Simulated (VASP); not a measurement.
Input:

```
CELL_PARAMETERS angstrom
     -1.98303     1.98303     1.98303
      1.98303    -1.98303     1.98303
      1.98303     1.98303    -1.98303
ATOMIC_POSITIONS crystal
  Ho 0.00000 0.00000 0.00000
```

These are PBEsol GGA, VASP's PBE PAW potentials (set 64) (plane waves; VASP 6.6.1) values and carry that method's errors. Run with 400 eV cut-off, 12×12×12 Γ-centred mesh, first-order Methfessel-Paxton smearing of 0.10 eV, potentials Ho_3.

The 4f electrons are frozen in the core of the lanthanide potential, so 4f levels, which can set the real gap, and their magnetism are missing. Energy and stress use the plane-wave basis of the starting cell.

Q: The ions, cell shape and volume are relaxed. Which structure does the run end with?

A: 
```
CELL_PARAMETERS angstrom
     -1.94992     1.94992     1.94992
      1.94992    -1.94992     1.94992
      1.94992     1.94992    -1.94992
ATOMIC_POSITIONS crystal
  Ho 0.00000 0.00000 0.00000
```
Space group Im-3m (229), at a tolerance of 0.03 Å.

Q: How do energy and volume change from the first to the last step?

A: The energy (σ→0) changes by -9.9 meV/atom and the volume by -4.9 %, in 3 ionic steps.

```tsv
step	E(σ→0) (eV)	max force (eV/Å)	pressure (GPa)	volume (Å³)
1	-4.7877	0.000	-2.02	31.19
2	-4.7974	0.000	0.31	29.45
3	-4.7976	0.000	0.01	29.66
```

The structure was generated: Ho was put into the bcc type (Im-3m), which need not be its known phase. This run relaxes it. Symmetry was kept, so distortions that lower it aren't found.
